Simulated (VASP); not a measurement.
Shape and ions are relaxed at each volume.

Energy against volume of CdSe (wurtzite). Computed with PW91 GGA, VASP's PBE PAW potentials (set 64) (plane waves; VASP 6.6.1).

```csv
V (Å³/atom),E (eV/atom)
28.122,-2.75630
29.019,-2.76889
29.917,-2.77251
30.814,-2.76856
31.712,-2.75824
```

Problem. Fit a third-order Birch-Murnaghan equation of state.

Solution. 
| Quantity | Result |
|---|---|
| volume per atom | 29.87 Å³/atom |
| bulk modulus | 45.2 GPa |
| pressure derivative of the bulk modulus | 4.71 |

Measured: bulk modulus 53.4 GPa (computed value off by -15.3 %), as given by Michael Grünwald et al., The Journal of Chemical Physics (2012), arXiv:1201.2992. The calculation is for a static lattice, while the measured bulk modulus holds thermal and zero-point effects, which are part of the difference.

The compound is CdSe in the wurtzite structure. It was relaxed first, which changed the volume by +6 %.
